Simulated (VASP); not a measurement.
Be (hcp) is relaxed at rising pressure, each step from the one before. Symmetry mostly holds the structure type, and other phases were not tried. The mesh follows the cell, and a change of mesh leaves a small step in the series.

Input:

Be is modelled in the hexagonal space group P6₃/mmc (No. 194), the hcp (Mg type) structure, Pearson symbol hP2. Lattice parameters: a = b = 2.256 Å, c = 3.567 Å, α = β = 90.00°, γ = 120.00°. Be on 2c has 12 Be at 2.209–2.256 Å (anticuboctahedral). (Neighbours: up to the widest gap in distance over summed covalent radii, below 1.35, at either atom.)

All values below come from PBEsol GGA, VASP's PBE PAW potentials (set 64) (plane waves; VASP). Numerical set-up: 500 eV cut-off, 18×18×10 Γ-centred mesh, first-order Methfessel-Paxton smearing of 0.10 eV, potentials Be.

| P (GPa) | V (Å³/atom) | H − H(0) (eV/atom) | space group | gap on the mesh (eV) | k-mesh |
|---|---|---|---|---|---|
| 0 | 7.86 | 0.000 | P6_3/mmc | 0.00 | 18×18×10 |
| 5 | 7.56 | 0.237 | P6_3/mmc | 0.00 | 19×19×10 |
| 10 | 7.31 | 0.469 | P6_3/mmc | 0.00 | 19×19×11 |
| 20 | 6.90 | 0.912 | P6_3/mmc | 0.00 | 19×19×11 |
| 30 | 6.56 | 1.335 | P6_3/mmc | 0.00 | 20×20×11 |
| 45 | 6.16 | 1.930 | P6_3/mmc | 0.00 | 20×20×11 |

Pressures at which the relaxation failed are left out.

The compound is Be in the hcp structure.
